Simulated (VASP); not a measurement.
Input:

```xyz
3
Lattice="1.7212 -2.9811 0.0000 1.7212 2.9811 0.0000 0.0000 0.0000 5.7667" Properties=species:S:1:pos:R:3 pbc="T T T"
Ti     1.7212    -2.9811     0.0000
Se     1.7212     0.9937     1.5376
Se     1.7212    -0.9937     4.2291
```

All values below come from LDA (Ceperley-Alder, Perdew-Zunger) with spin-orbit coupling, VASP's LDA PAW potentials (set 64) (plane waves; VASP). Numerical set-up: 400 eV cut-off, 9×9×5 Γ-centred mesh, Gaussian smearing of 0.050 eV, potentials Ti_sv Se.

Problem. Give the energies of bands 17 to 30 at the high-symmetry points, in eV from the Fermi level.

Solution. 
```
band      Γ      M      K      A      L      H
----  -----  -----  -----  -----  -----  -----
17    -2.16  -2.96  -4.15  -2.20  -2.86  -3.85
18    -2.16  -2.96  -4.15  -2.20  -2.86  -3.85
19     0.34  -2.90  -2.70  -2.07  -2.53  -3.48
20     0.34  -2.90  -2.70  -2.07  -2.53  -3.48
21     0.56  -2.20  -2.67   0.25  -1.04  -2.06
22     0.56  -2.20  -2.67   0.25  -1.04  -2.06
23     0.57  -1.37  -2.33   0.55  -0.66  -2.02
24     0.57  -1.37  -2.33   0.55  -0.66  -2.02
25     0.61   0.09   1.33   0.55  -0.27   1.31
26     0.61   0.09   1.33   0.55  -0.27   1.31
27     0.83   1.60   1.88   0.58   1.59   1.33
28     0.83   1.60   1.88   0.58   1.59   1.33
29     0.95   2.03   1.93   1.42   2.00   1.36
30     0.95   2.03   1.93   1.42   2.00   1.36
```

It has no gap at this level: it comes out as a metal or semimetal.

The compound is TiSe2 in the 1T layered structure. It was relaxed first, which changed the volume by -9 %.
